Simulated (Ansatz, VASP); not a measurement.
**Cross-check of Mg8PH15 (P_H) between VASP and Ansatz**

Aim: how closely do two programs agree when they are given the same cell, functional and k mesh? The cell is taken from a series of runs on this material, whose earlier steps may have relaxed, scaled, displaced or heated it; both programs get it as it stands.

Calculated with Ansatz 0.2.0; plane waves, with VASP 6.6.1 beside it; single point at PBE0.

In doubt: a hybrid run on one k-point, which bears on gaps, levels and energies.

## Step 1: The structure

The cell holds 24 atoms: 8 Mg, 15 H and 1 P. Its edges and angles: a = 6.332 Å, b = 6.332 Å, c = 6.015 Å, α = 90.0°, β = 90.0°, γ = 90.0°. It derives from MgH2 (MgH2 (P4_2/mnm)). Nearest the centre at fractional (0.196, 0.500, 0.500): P24 at 1.33 Å, H20 at 2.13 Å, H11 at 2.14 Å, Mg5 at 2.20 Å, H18 at 2.36 Å, Mg1 at 2.50 Å, Mg4 at 2.60 Å, H9 at 2.64 Å. The cell carries charge −2.

As a file:

```
Mg H P
1.0
     4.47719    4.47719    0.00000
    -4.47719    4.47719    0.00000
     0.00000    0.00000    6.01548
Mg H P
8 15 1
Cartesian
  1.1378 6.8502 1.6690
  -2.0950 6.5834 1.6386
  3.1481 5.0207 5.9198
  -0.2706 3.7709 0.7419
  -2.7725 3.0699 4.6930
  -1.2332 5.9456 4.7279
  -0.2835 0.4834 2.7847
  1.0609 4.1307 3.5483
  -0.6622 2.3826 5.4498
  -0.5909 6.2405 0.5732
  -1.4502 1.4734 1.6312
  0.8493 4.9851 1.8287
  -2.1351 4.4895 5.8953
  1.5397 6.2811 5.9633
  0.1535 8.5298 1.0049
  1.9413 3.5022 0.4658
  2.9203 3.4843 2.7687
  2.4244 5.5776 4.0163
  0.2748 4.7405 5.2164
  0.5272 2.4558 2.2913
  0.3386 6.4828 3.5224
  -0.1663 8.5438 4.5299
  1.7725 2.6217 4.5006
  -1.8952 4.3058 2.7505
```

## Step 2: Ansatz: single point, PBE0

Ansatz runs on its default PAW (the set named soft_2) files.

With cell and atoms fixed, the geometry can't cause a difference; cores, projectors, grids and the points listed under the comparison can.

Contents of input.yaml:

```yaml
crystal:
  checkpoint: "../qm2.relax_smeared.run"
  host: checkpoint
total_charge: -2
basis:
  ecutwfc: 420
  xc_grid: 2
hamiltonian:
  xc: pbe0
kpoints:
  mp_grid: { grid: [1, 1, 1] }
scf:
  occupations: { method: fermi_dirac, width: 0.01 }
  max_iter: 60
output:
  forces: true
  charged_corrections:
    epsilon: [4.16, 4.16, 4.21]
    static_epsilon: [11.89, 11.89, 8.5]
    defect_position: [0.195544, 0.5, 0.5]
  eigenvalues: true
  eigenstates: { localisation: true }
  populations: true
checkpoint:
  read: "../qm2.relax_smeared.run"
  write: "../qm2.hyb.run"
  compress: false
  write_wavefunctions: false
  write_every: 100000
```

The run is started by

```bash
> ansatz run input.yaml --threads 4 --pin off --max-ram 9420MiB --backend cpu --events-out ev --progress --plain --runs-dir out
```

Numbers of over 12 decimals in the logs are rounded to 6 here.

Log:

```text
Warning: checkpoint.read: hamiltonian.xc differs: saved pbesol, current pbe0; the SCF iterates under this deck's functional from the saved state
crystal.checkpoint: the structure is that of <dir>, a `relax` run, at its step 59: its result, under pbesol at a charge of -2 e; 24 atoms read, 0 with a starting moment; this deck's functional is pbe0; crystal.structure_sha256 for this input is
Engine: ansatz 0.2.0, aarch64-unknown-linux-gnu
Pseudopotentials: kind: paw
Pseudopotential: Mg, paw, valence charge 10, recommended cutoff 420 eV (normal), Mg.paw.azcp
Pseudopotential: H, paw, valence charge 1, recommended cutoff 420 eV (normal), H.paw.azcp
Pseudopotential: P, paw, valence charge 5, recommended cutoff 420 eV (normal), P.paw.azcp
Functional definition: PBE0
  parameter a = 0.25
  parameter kappa = 0.804
  parameter beta = 0.066725
  exchange = (1 - a)*pbe_x(kappa = kappa, mu = beta*pi^2/3) + a*exact_x
  correlation = pbe_c(beta = beta)
Crystal: 24 atoms, lattice volume = 241.163 Å³
Basis set: ecut = 420 eV, 4713 PW (Γ), exchange–correlation on 90×90×90 points (8 copies of the dense FFT grid, shifted against one another)
Bands: 75, of which v1, the nominal top of the filled ones, is band 51 counted from 1 (50 counted from 0)
Symmetry: 1 space group operations
Space group: P1 (ITA 1), of the structure as read, at distance tolerance 6.2e-5 Å
k-points: 1
Non-local potential: Mg, projectors of the file, l = 0: 3, l = 1: 2, l = 2: 1
Non-local potential: H, projectors of the file, l = 0: 2, l = 1: 1
Non-local potential: P, projectors of the file, l = 0: 2, l = 1: 2, l = 2: 2
PAW form: soft (Blöchl's): semilocal exchange-correlation on the pseudo side does not see the compensation charge
PAW frozen core: Mg, regenerated for the run's functional, and the local potential with it (the file was generated under x = pbe(κ = 0.804, μ = 0.219515), c = pbe(β = 0.066725))
PAW frozen core: P, regenerated for the run's functional, and the local potential with it (the file was generated under x = pbe(κ = 0.804, μ = 0.219515), c = pbe(β = 0.066725))
PAW one-centre angular grid: Mg, 110 points (default); XC on 64 Gauss nodes
PAW one-centre angular grid: H, 110 points (default); XC on 64 Gauss nodes
PAW one-centre angular grid: P, 110 points (default); XC on 64 Gauss nodes
Initial density: read from a saved state, or passed on in memory by an earlier SCF of this step, an earlier step, the calling program or the single point that the run made first
Initial wavefunctions: pseudopotential atomic-orbital guess
Functional: x = pbe(κ = 0.804, μ = 0.219515), c = pbe(β = 0.066725), warm-up for x = 0.75 pbe(κ = 0.804, μ = 0.219515) + 0.25 exact, c = pbe(β = 0.066725)
iter 1 solved again at ethr=9.69e-5 eV; its pass at ethr=1.00e-1 eV (dr2=9.88e-2 eV) is discarded
SCF iter   1: F=—  HF=-16379.179332 eV  |F-HF|=—  |Δ(HF+E_count)|=         —  Δρ=7.33e-3  dr2=9.19e-2  ethr=9.69e-5  ⟨swp⟩=11.0  Hψ=502  notcnv=0
preconditioner: auto → none  [insulator: Δε(μ)=3.955 eV  Ē_g=10.245 eV  σ=0.010 eV  W_gap=1.00  n_scr=56 (ndim 8)  ℏωp=14.7 eV  f_vac=0.003  D(μ)=0.00/eV (n_scr^D=0)]
SCF iter   2: F=—  HF=-16379.154490 eV  |F-HF|=—  |Δ(HF+E_count)|=   2.48e-2  Δρ=3.43e-3  dr2=2.05e-2  ethr=9.01e-5  ⟨swp⟩=2.0  Hψ=150  notcnv=0
iter 3 solved again at ethr=1.73e-7 eV; its pass at ethr=2.01e-5 eV (dr2=1.76e-4 eV) is discarded
SCF iter   3: F=-16379.148025 eV  HF=-16379.148136 eV  |F-HF|=1.11e-4  |Δ(HF+E_count)|=   6.35e-3  Δρ=2.08e-4  dr2=1.79e-4  ethr=1.73e-7  ⟨swp⟩=3.0  Hψ=317  notcnv=0
SCF 1 stopped early in 3 iterations: F = -16379.148025 eV  dr2 = 1.79e-4
  greatest PAW one-centre occupation: 1.000 electrons in one spin orbital (limit 2), on the Mg atom at site 1 (counted from 0), in its partial waves of l = 0
Initial density: handed on by an earlier stage of this run
Initial wavefunctions: those handed on with the density
Functional: x = 0.75 pbe(κ = 0.804, μ = 0.219515) + 0.25 exact, c = pbe(β = 0.066725)
Exchange kernel: α = 0.2500, full range, Wigner–Seitz truncation, v(0) = 1327.4741 eV·Å³, q-mesh 1×1×1, nearest image of the exchange supercell L = 6.02 Å, pair-density grid 27×27×27, without the augmentation charges, whose exchange is taken in its separable form (sized by the pseudopotential files, 45×45×45 at the most)
Frozen-core exchange: fock
SCF iter   1: F=—  HF=-16385.014594 eV  |F-HF|=—  |Δ(HF+E_count)|=         —  Δρ=3.74e-3  dr2=1.53e-2  ethr=1.75e-6  ⟨swp⟩=9.0  Hψ=340  notcnv=0
preconditioner: auto → none  [insulator: Δε(μ)=5.652 eV  Ē_g=12.462 eV  σ=0.010 eV  W_gap=1.00  n_scr=56 (ndim 8)  ℏωp=14.7 eV  f_vac=0.003  D(μ)=0.00/eV (n_scr^D=0)]
SCF iter   2: F=—  HF=-16385.002802 eV  |F-HF|=—  |Δ(HF+E_count)|=   1.18e-2  Δρ=1.35e-3  dr2=3.18e-3  ethr=1.75e-6  ⟨swp⟩=3.0  Hψ=211  notcnv=0
SCF iter   3: F=—  HF=-16385.002202 eV  |F-HF|=—  |Δ(HF+E_count)|=   6.01e-4  Δρ=2.52e-4  dr2=2.96e-3  ethr=1.75e-6  ⟨swp⟩=3.0  Hψ=161  notcnv=0
SCF iter   4: F=—  HF=-16385.022437 eV  |F-HF|=—  |Δ(HF+E_count)|=   2.02e-2  Δρ=4.58e-4  dr2=5.16e-4  ethr=1.29e-7  ⟨swp⟩=4.0  Hψ=269  notcnv=0
SCF iter   5: F=—  HF=-16385.022256 eV  |F-HF|=—  |Δ(HF+E_count)|=   1.82e-4  Δρ=4.69e-5  dr2=1.09e-4  ethr=1.29e-7  ⟨swp⟩=3.0  Hψ=178  notcnv=0
SCF iter   6: F=—  HF=-16385.022696 eV  |F-HF|=—  |Δ(HF+E_count)|=   4.40e-4  Δρ=9.97e-5  dr2=3.38e-5  ethr=1.45e-8  ⟨swp⟩=3.0  Hψ=184  notcnv=0
SCF iter   7: F=-16385.022686 eV  HF=-16385.022686 eV  |F-HF|=5.63e-7  |Δ(HF+E_count)|=   9.65e-6  Δρ=7.89e-6  dr2=4.87e-6  ethr=1.45e-8  ⟨swp⟩=3.0  Hψ=144  notcnv=0
SCF 2 stopped early in 7 iterations: F = -16385.022686 eV  dr2 = 4.87e-6
  Residual-converged pass: ⟨swp⟩=4.0  Hψ=178  notcnv=0  max |occ|·‖R‖ = 5.8e-6 eV (tolerance 6.7e-6 eV)  dr2=4.87e-6  dr2_onsite=1.28e-8  max |Δocc| = 0.0e0
hybrid outer 1: dexx = +2.213e-2 eV, tail = 1.53e-4 eV
Exchange kernel: α = 0.2500, full range, Wigner–Seitz truncation, v(0) = 1327.4741 eV·Å³, q-mesh 1×1×1, nearest image of the exchange supercell L = 6.02 Å, pair-density grid 27×27×27, without the augmentation charges, whose exchange is taken in its separable form (sized by the pseudopotential files, 45×45×45 at the most)
Frozen-core exchange: fock
SCF iter   1: F=—  HF=-16385.022239 eV  |F-HF|=—  |Δ(HF+E_count)|=         —  Δρ=4.20e-5  dr2=4.44e-6  ethr=7.52e-7  ⟨swp⟩=6.0  Hψ=162  notcnv=0
preconditioner: auto → none  [insulator: Δε(μ)=5.660 eV  Ē_g=12.470 eV  σ=0.010 eV  W_gap=1.00  n_scr=56 (ndim 8)  ℏωp=14.7 eV  f_vac=0.004  D(μ)=0.00/eV (n_scr^D=0)]
SCF iter   2: F=—  HF=-16385.022237 eV  |F-HF|=—  |Δ(HF+E_count)|=   1.51e-6  Δρ=7.98e-6  dr2=5.48e-7  ethr=3.75e-9  ⟨swp⟩=4.0  Hψ=188  notcnv=0
SCF iter   3: F=—  HF=-16385.022239 eV  |F-HF|=—  |Δ(HF+E_count)|=   1.41e-6  Δρ=8.31e-6  dr2=1.91e-7  ethr=1.47e-10  ⟨swp⟩=4.0  Hψ=200  notcnv=0
SCF iter   4: F=—  HF=-16385.022238 eV  |F-HF|=—  |Δ(HF+E_count)|=   6.06e-8  Δρ=1.52e-6  dr2=1.38e-8  ethr=1.33e-10  ⟨swp⟩=3.0  Hψ=144  notcnv=0
SCF iter   5: F=-16385.022239 eV  HF=-16385.022239 eV  |F-HF|=3.43e-9  |Δ(HF+E_count)|=   4.50e-8  Δρ=1.47e-6  dr2=6.18e-9  ethr=3.37e-12  ⟨swp⟩=6.0  Hψ=185  notcnv=0
SCF 3 converged in 5 iterations: F = -16385.022239 eV  dr2 = 6.18e-9
  Residual-converged pass: ⟨swp⟩=3.0  Hψ=146  notcnv=0  max |occ|·‖R‖ = 1.2e-6 eV (tolerance 1.5e-6 eV)  dr2=6.17e-9  dr2_onsite=7.36e-11  max |Δocc| = 0.0e0
hybrid outer 2: dexx = +1.805e-6 eV, tail = 4.13e-8 eV, Δε = 2.82e-3 eV (about 1.07e-4 eV left of the loop's levels), ΔF = 2.04e-3 eV/Å (tail 3.09e-4)
hybrid SCF converged: 2 outer / 12 inner (+3 warm-up), last move |dexx| = 1.80e-6 eV, tail = 4.13e-8 eV
Stability not checked: this state was not tested for a lower state beside it, because the functional holds exact exchange (a hybrid, or Hartree-Fock), whose exchange loop this test does not read (fock_operator; see scf.lower_state_search)
Free energy (F): -16385.022239 eV
Frozen-core exchange: fock
Harris-Foulkes:  -16385.022239 eV  (|F-HF|=3.43e-9)
Internal energy: -16385.022239 eV  (E = F + TS)
E sigma→0 (E₀):  -16385.022239 eV
Fermi energy:    4.785732 eV
--- Per-component energies (eV) ---
  E_band       = -3270.932603
  E_kinetic    = 898.853565
  E_local      = -13568.201707  (includes V_loc(G=0)·N_el)
  E_nonlocal   = 813.403123
  E_hartree    = 4863.801321
  E_xc         = -347.402192
  E_vxc        = -434.761061  (∫ρ·V_xc dr)
  E_exx        = -491.438940  (= α·E_x^exact, valence–valence)
  E_paw        = -2526.694403  (= ΣΔE_a)
  E_vpaw       = 275.065035  (= ΣTr[D̂ρ^β])
  E_aug_tail   = -0.018108  (compensation charges beyond the density's cutoff)
  E_ewald      = -6026.977690
  E_core_change = -0.347212  (= ΣΔE_core)
  E_smearing   = -0.000000  (= −TS)
  E_closure    = 0.000005  (closes the sum)
  E_deformation_potential = -22.045543  (in the stress; not in F)
  Σ components = -16385.022239   (vs F -16385.022239, Δ=0.00e0)
--- Forces (eV/Å), atoms counted from 1 ---
  atom   1  Mg     0.01533673    -0.08238933    -0.05060299
  atom   2  Mg     0.00719448     0.06314145     0.01656458
  atom   3  Mg    -0.01071333     0.05267504     0.02006161
  atom   4  Mg     0.03850884     0.02965375    -0.04338758
  atom   5  H      0.01565878    -0.01692022     0.09295887
  atom   6  H     -0.12903414     0.05807259    -0.00560860
  atom   7  H      0.02831117    -0.08394622     0.00110597
  atom   8  H      0.00579372    -0.04620967     0.04540232
  atom   9  H      0.02430667    -0.00241502    -0.06668897
  atom  10  H      0.01818554     0.12348554     0.02026499
  atom  11  H     -0.04748631     0.03868486     0.04047222
  atom  12  H      0.05072989    -0.01986650     0.01562638
  atom  13  Mg     0.02725772    -0.01233030     0.00926754
  atom  14  Mg    -0.01461313    -0.05321666     0.01133344
  atom  15  Mg    -0.06271346    -0.02112632    -0.03178832
  atom  16  Mg     0.02995207     0.00693685     0.00889441
  atom  17  P     -0.04823712     0.05651154     0.03266969
  atom  18  H     -0.02018810    -0.00263046    -0.07350902
  atom  19  H      0.02702429    -0.08417877     0.00646536
  atom  20  H     -0.02500253    -0.07327978    -0.06256184
  atom  21  H      0.02893028    -0.02358419     0.00192031
  atom  22  H     -0.02156819     0.03429818    -0.01223148
  atom  23  H      0.00882511     0.08209195     0.04447205
  atom  24  H      0.05348974    -0.02348809    -0.02111066
  max |Σ_I F_I| component: 5.13e-5 eV/Å
--- Charged-cell corrections in eV (Makov–Payne, q = -2.000 e, ε = [4.160, 4.160, 4.210] of the electrons, [11.890, 11.890, 8.500] with the ions) ---
  F (periodic)     = -16385.022239  (uncorrected; the corrections below are reported, never added to it)
  E_corr1          = +3.139643  (monopole, q²α_M/2ε̄L, of the cell on which ε is isotropic)
  F Makov-Payne    = n/a  (the rows are of the electrons' constant alone; ansatz place-levels tells what screens the charge)
  no potential alignment in this run, which stands beside a crystal: run the host's input off ansatz write-host-input, and read the two finished runs by ansatz place-levels (neither reads a slab, a wire or a sheet, whose cell leaves a vacuum)
--- Band table (eV) ---
  k-point 0: bands = [... 47 lower, 1.3214, 1.4510, 1.6132, 1.9558, 7.6156, 8.0764, 8.4048, 8.7295, ... 20 higher]
--- Löwdin populations: 24 sites ---
  site symbol       q [e]
     0     Mg      8.5608
     1     Mg      8.6218
     2     Mg      8.5713
     3     Mg      8.5856
     4      H      1.7071
     5      H      1.6904
     6      H      1.7167
     7      H      1.6794
     8      H      1.6585
     9      H      1.6791
    10      H      1.7168
    11      H      1.6751
    12     Mg      8.5824
    13     Mg      8.5817
    14     Mg      8.5598
    15     Mg      8.5830
    16      P      6.8113
    17      H      1.7608
    18      H      1.6998
    19      H      1.6965
    20      H      1.6669
    21      H      1.6703
    22      H      1.7089
    23      H      1.6964
  spilling = 0.010979 (of n_electrons = 102.000000)
```

[end of part 1 of 2]

[Lines on the potential files, build, host, timing and source positions are cut from VASP's logs without a mark.]

[Logs are printed without paths, hosts, clocks, repeated set-up lines and the standing remarks that a program may print on its own settings, such as how far it seeks lower states.]

[Hosts, paths, dates, database ids (printed as entryN), source tags and the programs' standing remarks are cut or masked in the printed files.]
